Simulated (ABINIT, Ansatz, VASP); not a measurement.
## Code comparison for HfN (Fm-3m, 2 atoms in the cell)

Self-consistent single point.

```
HfN
1.0
    0.00000     2.26000     2.26000
    2.26000     0.00000     2.26000
    2.26000     2.26000     0.00000
Hf N
1 1
Cartesian
  0.00000   0.00000   0.00000
  2.26000   2.26000   2.26000
```

All programs got the same cell, k-point mesh and kind of occupations (in Ansatz's words: kpoints.mp_grid.grid = 10 10 10; scf.occupations.method = gaussian; scf.occupations.width = 0.272 eV); potentials, basis and cutoffs are each program's usual ones.

```json
[
 {"code": "ABINIT", "model": "PBE, norm-conserving pseudopotentials (PseudoDojo nc-sr-05 PBE standard)", "pressure (GPa)": "4.52", "cutoff": "42 Ha"},
 {"code": "Ansatz", "model": "PBE, default PAW files", "pressure (GPa)": "4.66", "cutoff": "420 eV"},
 {"code": "VASP", "model": "PBE, VASP's PBE PAW potentials (set 64)", "pressure (GPa)": "-0.37", "cutoff": "400 eV"}
]
```

The spread over the programs that give each value: pressure within 5.03 GPa.

The starting cell has typed, rounded lattice constants, without a prior relaxation at this level. On Ansatz's run: Spin-orbit coupling is off. In the base run, with a pressure of about 5 GPa the cell is away from its equilibrium volume at this level.

Question: Why do the programs differ, and what cannot be compared?

Answer: Differences of this kind can come from the potentials, where these differ, and from what each basis and cutoff leave unconverged. The valence holds different numbers of electrons (ABINIT 17, Ansatz (a first-principles code) 31, VASP 15). The zero of total energies and Fermi levels follows the potentials and each program's conventions, so they are not compared here. Ansatz's pressure is given at a fixed set of plane waves, as the other plane-wave codes print theirs; with its correction for the finite basis it is 5.15 GPa (the shift of 0.49 GPa shows how far the cutoff is from converged). In the pressure, VASP (by 4.89) lies more than 1 GPa from the median of the plane-wave programs.

VASP's run is marked for a possible Pulay error in its stress at this cutoff; no cutoff test was made.

Left out of this page: Quantum ESPRESSO, GPAW, CP2K, Elk, FLEUR and SIESTA (not drawn, or without a comparable value).

Keys are those of Ansatz 0.2.
